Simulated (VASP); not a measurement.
Given:

```
CELL_PARAMETERS angstrom
      0.00000     2.27315     2.27315
      2.27315     0.00000     2.27315
      2.27315     2.27315     0.00000
ATOMIC_POSITIONS crystal
  B  0.00000 0.00000 0.00000
  P  0.25000 0.25000 0.25000
```

Level of theory: PBE GGA, VASP's PBE PAW potentials (set 64) (plane waves; VASP). Numerical set-up: 520 eV cut-off, 11×11×11 Γ-centred mesh, tetrahedra with Blöchl corrections, potentials B P.

Q: Estimate the energy per atom (σ→0).

A: 
```
Item                           Result
---------------------  --------------
energy per atom (σ→0)  -6466 meV/atom
```

The compound is BP in the zinc blende structure. It was relaxed first.
